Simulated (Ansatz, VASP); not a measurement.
# H2CClF in two plane-wave programs

One calculation is typed for both programs; each brings its own data sets. How far apart do they land? The cell is taken from a series of runs on this material, whose earlier steps may have relaxed, scaled, displaced or heated it; both programs get it as it stands.

Program: Ansatz 0.2.0. Level of theory: plane waves, with VASP 6.6.1 beside it; G0W0 gap at PBE. Results are calculated unless marked as measured.

## (1) Starting point

It takes space group P2_1 (No. 4, monoclinic). The conventional cell has a = 5.021 Å, b = 4.148 Å, c = 6.768 Å, α = 90.00°, β = 108.21°, γ = 90.00°. Nearest to H lie 1 C at 1.09 Å. Nearest to C lie 2 H at 1.09 Å and 1 F at 1.38 Å and 1 Cl at 1.79 Å. Cl has 1 C at 1.79 Å nearest. F has 1 C at 1.38 Å nearest. Farther neighbours and most contacts between anions are not listed.

## (2) Ansatz: G0W0 gap, PBE

Ansatz runs on its PAW soft_1 files.

Quasiparticle shifts depend on high empty states and on the cores, so they are the hardest test of two PAW sets.

The input, input.yaml:

```yaml
crystal:
  lattice:
    - [5.0206, 0.0, 0.0]
    - [0.0, 4.1477, 0.0]
    - [-2.1143188253, 0.0, 6.4288463713]
  atoms:
    - { symbol: H, position: [0.2852960594, 0.3914791351, 0.1553943381] }
    - { symbol: H, position: [0.7147039406, 0.8914791351, 0.8446056619] }
    - { symbol: H, position: [0.5707653094, 0.1078566959, 0.2708502709] }
    - { symbol: H, position: [0.4292346906, 0.6078566959, 0.7291497291] }
    - { symbol: C, position: [0.3460283809, 0.1408088981, 0.1943138297] }
    - { symbol: C, position: [0.6539716191, 0.6408088981, 0.8056861703] }
    - { symbol: Cl, position: [0.1663619786, 0.0024810456, 0.3682784982] }
    - { symbol: Cl, position: [0.8336380214, 0.5024810456, 0.6317215018] }
    - { symbol: F, position: [0.264389849, 0.9578742253, 0.0148699962] }
    - { symbol: F, position: [0.735610151, 0.4578742253, 0.9851300038] }
kpoints:
  mp_grid: { grid: [4, 4, 2] }
hamiltonian:
  xc: pbe
  pseudopotentials: { kind: paw, azcp: { folder: soft_1 } }
scf:
  occupations: { method: fixed }
gw:
  n_empty_bands: 558
  ecut_chi: 150.0
  qp_bands: [v3, c3]
  qp_kpoints: band_edges
  screening: { model: contour_deformation }
```

On the command line:

```sh
> ansatz run input.yaml --threads 2 --pin off --max-ram 92160MiB --backend cuda --events-out ev --progress --plain --runs-dir out --devices 1 --max-vram 13GiB
```

Numbers of over 12 decimals in the logs are rounded to 6 here.

What it wrote:

```text
GPUs: using 1 of 1 available (devices: 1).
Engine: ansatz 0.2.0, x86_64-unknown-linux-gnu
Pseudopotentials: kind: paw
Pseudopotential: H, paw, valence charge 1, recommended cutoff 420 eV (normal), soft_1/H.paw.azcp
Pseudopotential: C, paw, valence charge 4, recommended cutoff 420 eV (normal), soft_1/C.paw.azcp
Pseudopotential: Cl, paw, valence charge 7, recommended cutoff 420 eV (normal), soft_1/Cl.paw.azcp
Pseudopotential: F, paw, valence charge 7, recommended cutoff 420 eV (normal), soft_1/F.paw.azcp
Functional definition: PBE
  parameter kappa = 0.804
  parameter beta = 0.066725
  exchange = pbe_x(kappa = kappa, mu = beta*pi^2/3)
  correlation = pbe_c(beta = beta)
device memory: the entry about to start is reckoned to put 1.1 GiB on a device that reports 54.1 GiB free (of which the cap on the GPU budget leaves the run 13.0 GiB)
GPU FFT provider: cuFFT
GPU libraries: cuBLAS 13.8.2, cuFFT 12.4.0, cuSOLVER 12.3.4
Crystal: 10 atoms, lattice volume = 133.874 Å³
Basis set: ecut = 420 eV, 2603 PW (Γ)
Bands: 30, of which v1, the nominal top of the filled ones, is band 20 counted from 1 (19 counted from 0)
Symmetry: 2 space group operations
Space group: P21 (ITA 4), of the structure as read, at distance tolerance 5.1e-5 Å
k-points: 18 of 32 (time reversal used)
Non-local potential: H, projectors of the file, l = 0: 2, l = 1: 1
Non-local potential: C, projectors of the file, l = 0: 2, l = 1: 2, l = 2: 1
Non-local potential: Cl, projectors of the file, l = 0: 2, l = 1: 2, l = 2: 1
Non-local potential: F, projectors of the file, l = 0: 2, l = 1: 2, l = 2: 1
PAW form: soft (Blöchl's): semilocal exchange-correlation on the pseudo side does not see the compensation charge
PAW one-centre angular grid: H, 110 points (default); XC on 64 Gauss nodes
PAW one-centre angular grid: C, 110 points (default); XC on 64 Gauss nodes
PAW one-centre angular grid: Cl, 110 points (default); XC on 64 Gauss nodes
PAW one-centre angular grid: F, 110 points (default); XC on 64 Gauss nodes
Initial density: superposition of atomic densities (chi_scale 0.1, normalization cell, long waves kept (reshape's long-wave potential 0.59 eV rms))
Initial wavefunctions: pseudopotential atomic-orbital guess
GPU buffer pool allocated for 51840 grid points (all kernels)
GPU transforms: local potential and band sums: pruned to the plane-wave sphere, on 36×27×45
Functional: x = pbe(κ = 0.804, μ = 0.219515), c = pbe(β = 0.066725)
SCF iter   1: F=—  HF=-4347.526426 eV  |F-HF|=—  |Δ(HF+E_count)|=         —  Δρ=1.23e-1  dr2=1.88e1  ethr=3.10e-3  ⟨swp⟩=5.0  Hψ=2304  notcnv=0  defer=143
preconditioner: auto → Resta (q_TF=auto, 2.231 Å⁻¹)  ε∞=3.0  [insulator: Δε(μ)=4.340 eV  Ē_g=13.534 eV  n_scr=26 (ndim 8)  ℏωp=19.3 eV  f_vac=0.036  ε∞_Penn≈3.0]
SCF iter   2: F=—  HF=-4342.668476 eV  |F-HF|=—  |Δ(HF+E_count)|=    4.86e0  Δρ=6.18e-2  dr2=2.82e0  ethr=3.10e-3  ⟨swp⟩=3.0  Hψ=1225  notcnv=0  defer=143
SCF iter   3: F=—  HF=-4341.829822 eV  |F-HF|=—  |Δ(HF+E_count)|=   8.39e-1  Δρ=2.24e-2  dr2=6.16e-1  ethr=3.10e-3  ⟨swp⟩=2.0  Hψ=1115  notcnv=0  defer=112
SCF iter   4: F=—  HF=-4341.612065 eV  |F-HF|=—  |Δ(HF+E_count)|=   2.18e-1  Δρ=3.80e-3  dr2=1.81e-2  ethr=1.54e-3  ⟨swp⟩=2.7  Hψ=978  notcnv=0  defer=144
SCF iter   5: F=—  HF=-4341.616362 eV  |F-HF|=—  |Δ(HF+E_count)|=   4.30e-3  Δρ=1.43e-3  dr2=2.59e-3  ethr=4.54e-5  ⟨swp⟩=2.7  Hψ=828  notcnv=0  defer=144
SCF iter   6: F=—  HF=-4341.617798 eV  |F-HF|=—  |Δ(HF+E_count)|=   1.44e-3  Δρ=3.48e-4  dr2=1.68e-4  ethr=6.47e-6  ⟨swp⟩=2.7  Hψ=826  notcnv=0  defer=144
SCF iter   7: F=—  HF=-4341.617856 eV  |F-HF|=—  |Δ(HF+E_count)|=   5.85e-5  Δρ=7.76e-5  dr2=7.43e-6  ethr=4.19e-7  ⟨swp⟩=2.8  Hψ=857  notcnv=0  defer=144
SCF iter   8: F=—  HF=-4341.617869 eV  |F-HF|=—  |Δ(HF+E_count)|=   1.28e-5  Δρ=1.43e-5  dr2=3.26e-7  ethr=1.86e-8  ⟨swp⟩=2.0  Hψ=804  notcnv=0  defer=109
SCF iter   9: F=-4341.617869 eV  HF=-4341.617869 eV  |F-HF|=2.24e-8  |Δ(HF+E_count)|=   5.81e-7  Δρ=2.82e-6  dr2=1.25e-8  ethr=2.50e-10  ⟨swp⟩=12.8  Hψ=2923  notcnv=0
SCF 1 converged in 9 iterations: F = -4341.617869 eV  dr2 = 1.25e-8
  greatest PAW one-centre occupation: 0.931 electrons in one spin orbital (limit 2), on the F atom at site 9 (counted from 0), in its partial waves of l = 0
device memory: the entry about to start is reckoned to put 1.2 GiB (of the 1.3 GiB reckoned in all, the device holds 0.1 GiB already) on a device that reports 52.8 GiB free (of which the cap on the GPU budget leaves the run 12.9 GiB)
NSCF: frozen V_eff on 18 k-points, pencils in batches of 32, up to order 120
the band table was solved once the SCF had ended and its energy, with any forces and stress, was formed, with the checks that follow a solve (2478 applications of the Hamiltonian). They found nothing against the state; the energy, forces and stress were not computed again (output.eigenvalues in the input reference)
[...]
0    20     -0.8953   -21.1838     2.3818   -16.5467  0.8135    -3.2028    -3.1505  root
     0    21      5.7065    -8.7441    -3.8452   -14.4315  0.8348     7.5751     7.5487  root
     0    22      5.9445    -8.8743    -3.9455   -14.7006  0.8316     7.8544     7.8252  root
     0    23      6.4443    -5.9906    -3.4724   -10.7001  0.8589     7.6918     7.6814  root
     1    18     -1.2696   -21.5128     2.5566   -16.6686  0.8121    -3.6133    -3.5573  root
     1    19     -1.2554   -20.8080     2.4804   -16.0140  0.8112    -3.6291    -3.5690  root
     1    20     -0.9279   -21.3250     2.3679   -16.7388  0.8120    -3.1968    -3.1462  root
     1    21      5.7771    -9.3859    -4.0743   -15.4437  0.8281     7.7928     7.7604  root
     1    22      5.8043    -7.9764    -3.7183   -13.3968  0.8413     7.5282     7.5063  root
     1    23      6.6962    -5.7756    -3.3940   -10.3544  0.8605     7.8905     7.8810  root
     2    18     -1.4220   -21.9715     2.6868   -17.0325  0.8087    -3.7297    -3.6742  root
     2    19     -1.2329   -21.1482     2.5457   -16.2972  0.8120    -3.5966    -3.5382  root
     2    20     -0.8777   -21.5598     2.4689   -16.8221  0.8144    -3.1986    -3.1465  root
     2    21      5.6666    -8.6753    -3.8096   -14.2937  0.8361     7.5004     7.4753  root
     2    22      5.9622    -9.1246    -4.0107   -15.0678  0.8295     7.9260     7.8947  root
     2    23      6.7670    -6.6948    -3.6997   -11.8791  0.8513     8.2680     8.2515  root
     3    18     -1.3821   -21.3342     2.5185   -16.5490  0.8107    -3.7046    -3.6488  root
     3    19     -1.1600   -21.3041     2.5553   -16.4390  0.8127    -3.5275    -3.4698  root
     3    20     -0.9546   -21.3895     2.4521   -16.6730  0.8138    -3.2715    -3.2189  root
     3    21      5.7733    -9.2337    -3.9901   -15.1596  0.8299     7.7392     7.7089  root
     3    22      5.8895    -8.2226    -3.8021   -13.8064  0.8378     7.6960     7.6712  root
     3    23      7.0105    -8.2006    -3.9271   -13.9454  0.8409     8.8555     8.8281  root
     4    18     -1.4636   -21.9274     2.6811   -16.9919  0.8086    -3.7739    -3.7180  root
     4    19     -0.9745   -21.8807     2.6018   -16.9904  0.8143    -3.3166    -3.2629  root
[...]
16    22      5.8956    -9.3806    -4.0055   -15.3218  0.8286     7.8622     7.8312  root
    16    23      6.9283    -6.4782    -3.6144   -11.6280  0.8556     8.4809     8.4637  root
    17    18     -1.4176   -22.0732     2.6455   -17.1939  0.8099    -3.7046    -3.6515  root
    17    19     -0.6515   -21.8696     2.4818   -17.1242  0.8163    -2.9647    -2.9150  root
    17    20     -0.6515   -21.8696     2.4818   -17.1242  0.8163    -2.9647    -2.9150  root
    17    21      5.8860    -9.3359    -3.9845   -15.2578  0.8300     7.8541     7.8233  root
    17    22      5.8860    -9.3359    -3.9845   -15.2578  0.8300     7.8541     7.8233  root
    17    23      7.1786    -7.0322    -3.7640   -12.4411  0.8485     8.8446     8.8234  root
```

(Part 1 of 2 ends here.)

[Lines on the potential files, build, host, timing and source positions are cut from VASP's logs without a mark.]

[Logs are printed without paths, hosts, clocks, repeated set-up lines and the standing remarks that a program may print on its own settings, such as how far it seeks lower states.]

[Hosts, paths, dates, database ids (printed as entryN), source tags and the programs' standing remarks are cut or masked in the printed files.]
